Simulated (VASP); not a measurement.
Runs of VASP 6.6.1 on BN. It takes space group P6_3/mmc (No. 194, hexagonal). The conventional cell has a = 2.503 Å, b = 2.503 Å, c = 6.790 Å, α = 90.00°, β = 90.00°, γ = 120.00°. B (site symmetry -6m2) has 3 N at 1.44 Å as nearest neighbours. N (site symmetry -6m2) is surrounded by 3 B at 1.44 Å. 

```csv
task,cell,gap on the mesh (eV),pressure (GPa)
relaxation of shape and atoms at fixed volume,relaxed at fixed volume,4.95,0.0
relaxation of shape and atoms at fixed volume,relaxed at fixed volume from: a relaxed cell with its volume scaled by 1.06,5.03,-1.1
relaxation of shape and atoms at fixed volume,relaxed at fixed volume from: a relaxed cell with its volume scaled by 0.91,(a),3.8
relaxation of cell and atoms,relaxed,4.94,0.0
relaxation of shape and atoms at fixed volume,relaxed at fixed volume from: a relaxed cell with its volume scaled by 0.94,4.85,2.2
relaxation of shape and atoms at fixed volume,relaxed at fixed volume from: a relaxed cell with its volume scaled by 1.09,5.01,-1.4
relaxation of shape and atoms at fixed volume,relaxed at fixed volume from: a relaxed cell with its volume scaled by 1.03,(b),-0.6
```

Alike in all rows: level r2SCAN; potentials or basis VASP PAW PBE potentials, release 64 (B, N); no spin polarisation; k mesh 15 × 15 × 6; cutoff (eV) 520; smearing gaussian 0.02 eV.

Question: Estimate the missing entries.

Answer: (a) 4.82; (b) 4.99.

Caveats: the PAW data sets were made with another functional, which shifts forces and pressure a little; an odd mesh through Γ misses points on the zone boundary, where band edges often lie; the relaxation stopped at its first step, so nothing moved (some runs).
